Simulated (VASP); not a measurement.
All values below come from r2SCAN meta-GGA, VASP's PBE PAW potentials (set 64) (plane waves; VASP 6.6.1).

The input files of a VASP run:

### KPOINTS
```
Automatic mesh
0
Gamma
11 11 11
0 0 0
```

INCAR:
```
SYSTEM = Ba
PREC = Accurate; ENCUT = 400; LREAL = .FALSE.
LASPH = .TRUE.
EDIFF = 1E-7; NELM = 100; ALGO = Normal
LMAXMIX = 4; LMIXTAU = .TRUE.
ISMEAR = -5
METAGGA = R2SCAN
ISIF = 2
LWAVE = .FALSE.; LCHARG = .FALSE.; LORBIT = 11
NEDOS = 601
```

**KPOINTS_OPT**
```
k-points along high-symmetry lines
10
Line-mode
Reciprocal
  0.000000   0.000000   0.000000 ! GAMMA
  0.500000   0.000000   0.500000 ! X

  0.500000   0.000000   0.500000 ! X
  0.625000   0.250000   0.625000 ! U

  0.375000   0.375000   0.750000 ! K
  0.000000   0.000000   0.000000 ! GAMMA

  0.000000   0.000000   0.000000 ! GAMMA
  0.500000   0.500000   0.500000 ! L

  0.500000   0.500000   0.500000 ! L
  0.500000   0.250000   0.750000 ! W

  0.500000   0.250000   0.750000 ! W
  0.500000   0.000000   0.500000 ! X
```

File POSCAR:
```
Ba
4.5570070
  0.0000000000   0.7071068294   0.7071068294
  0.7071068294   0.0000000000   0.7071068294
  0.7071068294   0.7071068294   0.0000000000
Ba
1
Cartesian
  0.0000000000   0.0000000000   0.0000000000
```

POTCAR, in this order: Ba_sv (PBE.64 set). Program: vasp_std.

Problem. What will the output report for the number of irreducible k-points (NKPTS), number of bands (NBANDS), largest plane-wave count, number of space-group operations, FFT grid (NGX, NGY, NGZ)?

Solution. 
```json
{
  "number of irreducible k-points (NKPTS)": "56",
  "number of bands (NBANDS)": "9",
  "largest_plane_wave_count": "1243",
  "number_of_space_group_operations": "48",
  "FFT grid (NGX, NGY, NGZ)": "30 × 30 × 30"
}
```

The structure was generated: Ba was put into the fcc type (Fm-3m), which need not be its known phase. It was relaxed first, which changed the volume by +6 %.
